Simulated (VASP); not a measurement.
Calculation: PBE GGA, VASP's PBE PAW potentials (set 64) (plane waves; VASP).

Input for VASP

File POSCAR:
```
Eu
1
   -2.3358000000     2.3358000000     2.3358000000
    2.3358000000    -2.3358000000     2.3358000000
    2.3358000000     2.3358000000    -2.3358000000
Eu
1
Direct
  0.0000000000   0.0000000000   0.0000000000
```

INCAR:
```
ISIF = 2   # forces and stress, cell fixed
NELM = 100
ALGO = Normal
PREC = Accurate
LASPH = .TRUE.   # aspherical one-centre terms
LWAVE = .FALSE.
ENCUT = 400   # plane-wave cut-off (eV)
GGA = PE   # PBE
SIGMA = 0.1   # width (eV)
LMAXMIX = 6
LCHARG = .FALSE.
LREAL = .FALSE.
EDIFF = 1E-6   # SCF stop (eV)
ISMEAR = 0
SYSTEM = Eu
```

KPOINTS:
```
K-points
0
G
  10 10 10
```

POTCAR, in this order: Eu_2 (PBE.64 set). Program: vasp_std.

The resulting files:

### OUTCAR
```
 ion  position               nearest neighbor table
   1  0.000  0.000  0.000-
  LATTYP: Found a body centered cubic cell.
 ALAT       =     4.6716000000
 Subroutine PRICEL returns:
 Original cell was already a primitive cell.
 Subroutine GETGRP returns: Found 48 space group operations
The static configuration has the point symmetry O_h .
The dynamic configuration has the point symmetry O_h .
 Subroutine INISYM returns: Found 48 space group operations
 Subroutine IBZKPT returns following result:
 Found     47 irreducible k-points:

 Following reciprocal coordinates:
            Coordinates               Weight
  0.000000  0.000000  0.000000      1.000000
  0.100000  0.000000  0.000000     12.000000
  0.200000  0.000000  0.000000     12.000000
  0.300000  0.000000  0.000000     12.000000
  0.400000  0.000000  0.000000     12.000000
  0.500000  0.000000  0.000000      6.000000
  0.100000  0.100000  0.000000     24.000000
  0.200000  0.100000  0.000000     48.000000
  0.300000  0.100000 -0.000000     48.000000
  0.400000  0.100000 -0.000000     48.000000
  0.200000  0.200000  0.000000     24.000000
  0.300000  0.200000  0.000000     48.000000
  0.400000  0.200000  0.000000     24.000000
  0.300000  0.300000  0.000000     24.000000
  0.100000  0.100000  0.100000      8.000000
  0.200000  0.100000  0.100000     24.000000
  0.300000  0.100000  0.100000     24.000000
  0.400000  0.100000  0.100000     12.000000
 -0.100000  0.100000  0.100000      6.000000
  0.200000  0.200000  0.100000     24.000000
  0.300000  0.200000  0.100000     48.000000
 -0.200000  0.200000  0.100000     24.000000
  0.300000  0.300000  0.100000      8.000000
 -0.300000  0.300000  0.100000     24.000000
 -0.200000  0.300000  0.100000     24.000000
...
```

### OSZICAR
```
       N       E                     dE             d eps       ncg     rms          rms(c)
DAV:   1     0.661281387048E+01    0.66128E+01   -0.33723E+03   832   0.650E+02
DAV:   2    -0.168026997973E+01   -0.82931E+01   -0.81438E+01  1168   0.972E+01
DAV:   3    -0.180960739372E+01   -0.12934E+00   -0.12629E+00  1016   0.793E+00
DAV:   4    -0.181132362767E+01   -0.17162E-02   -0.17155E-02  1216   0.143E+00
DAV:   5    -0.181132768311E+01   -0.40554E-05   -0.40554E-05  1040   0.461E-02    0.607E+00
DAV:   6    -0.182231618908E+01   -0.10989E-01   -0.15245E-03  1224   0.387E-01    0.362E+00
DAV:   7    -0.182846356216E+01   -0.61474E-02   -0.37747E-03  1136   0.588E-01    0.562E-02
DAV:   8    -0.182851038884E+01   -0.46827E-04   -0.11804E-04  1232   0.913E-02    0.130E-02
DAV:   9    -0.182851716268E+01   -0.67738E-05   -0.65564E-06  1176   0.201E-02    0.515E-03
DAV:  10    -0.182851688000E+01    0.28268E-06   -0.18372E-06  1160   0.107E-02
   1 F= -.18285169E+01 E0= -.18263722E+01  d E =-.428939E-02
```

**OUTCAR**
```
------------------------ aborting loop because EDIFF is reached ----------------------------------------
  FORCE on cell =-STRESS in cart. coord.  units (eV):
  Direction    XX          YY          ZZ          XY          YZ          ZX
  --------------------------------------------------------------------------------------
  Total       -0.4730446     -0.4730446     -0.4730446      0.0000000      0.0000000     -0.0000000
  in kB      -14.8677654    -14.8677654    -14.8677654      0.0000000      0.0000000     -0.0000000
  external PRESSURE =     -14.8677654 kB  Pullay stress =       0.0000000 kB
  volume of cell :       50.98
      direct lattice vectors                 reciprocal lattice vectors
    -2.335800000  2.335800000  2.335800000     0.000000000  0.214059423  0.214059423
     2.335800000 -2.335800000  2.335800000     0.214059423  0.000000000  0.214059423
     2.335800000  2.335800000 -2.335800000     0.214059423  0.214059423  0.000000000
 POSITION                                       TOTAL-FORCE (eV/Angst)
 -----------------------------------------------------------------------------------
      0.00000      0.00000      0.00000        -0.000000      0.000000      0.000000
 -----------------------------------------------------------------------------------
    total drift:                                0.000000      0.000000      0.000000
  FREE ENERGIE OF THE ION-ELECTRON SYSTEM (eV)
  ---------------------------------------------------
  free  energy   TOTEN  =        -1.8285168800 eV

  energy  without entropy=       -1.8242274882  energy(sigma->0) =       -1.82637218
```
(Selected blocks of OUTCAR.)

The 4f electrons are frozen in the core of the lanthanide potential, so 4f levels, which can set the real gap, and their magnetism are missing.

The compound is Eu in the bcc structure. The cell was not relaxed at this level. The run is one of a series of settings (ISMEAR = 0 against the base run), some of them coarse on purpose.
